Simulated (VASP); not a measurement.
Input:

```yaml
crystal:
  lattice:
    - [0.00000, 2.70969, 2.70969]
    - [2.70969, 0.00000, 2.70969]
    - [2.70969, 2.70969, 0.00000]
  atoms:
    - { symbol: Ca, position: [0.00000, 0.00000, 0.00000] }
```

Computed with TPSS meta-GGA, VASP's PBE PAW potentials (set 64) (plane waves; VASP). Settings: 520 eV cut-off, 11×11×11 Γ-centred mesh, first-order Methfessel-Paxton smearing of 0.10 eV, potentials Ca_sv.

Question: Predict the energy per atom (σ→0), pressure, band gap (on the k-mesh) with the smallest direct gap where there is one.

Answer: 
```yaml
band gap (on the k-mesh): none (metal, semimetal or under 0.01 eV)
energy per atom (σ→0): -8.566 eV/atom
pressure: 1.19 GPa
```

The absolute energy has meaning only against runs of the same code, potentials and settings.

The compound is Ca in the fcc structure. This cell is one point of a volume scan, at 0.94 of the reference volume.
